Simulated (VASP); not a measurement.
Input of a VASP 6.6.1 run:

The input INCAR:

```
PREC = Accurate
ENCUT = 520
EDIFF = 1E-7
ISMEAR = 0
SIGMA = 0.02
LREAL = F
LASPH = T
NELM = 60
ALGO = Normal
ISIF = 3
LWAVE = F
LCHARG = F
GGA = PE
IBRION = 2
NSW = 80
EDIFFG = -0.002
KPAR = 4
```

File KPOINTS:

```
regular mesh
0
Gamma
  12 12 12
```

File POSCAR:

```
BAs
1.0
    0.0000000000      2.3885000000      2.3885000000
    2.3885000000      0.0000000000      2.3885000000
    2.3885000000      2.3885000000      0.0000000000
B As
1 1
Direct
    0.0000000000      0.0000000000      0.0000000000
    0.2500000000      0.2500000000      0.2500000000
```

Potentials or basis: VASP PAW PBE potentials, release 64 (B, As).

Command:

```bash
$ cat potpaw_PBE.64/B/POTCAR potpaw_PBE.64/As/POTCAR > POTCAR
$ mpirun -np 4 vasp_std > vasp.out
```

Q: Estimate the space group after relaxing (to 0.05 Å).

A: F-43m (No. 216).

Q: What does it give for the band gap on the k mesh?

A: 1.21 eV, indirect (least direct gap 3.25 eV).

Step by step:
| step | energy change (eV) | largest force (eV/Å) | pressure (GPa) | volume (Å³) |
| --- | --- | --- | --- | --- |
| 1 | 0.0000 | 0.0000 | 3.43 | 27.25 |
| 2 | -0.0037 | 0.0000 | -2.19 | 28.42 |
| 3 | -0.0071 | 0.0000 | 0.01 | 27.93 |

A k mesh can miss the band edges. Zero-point motion and thermal expansion aren't in these numbers.
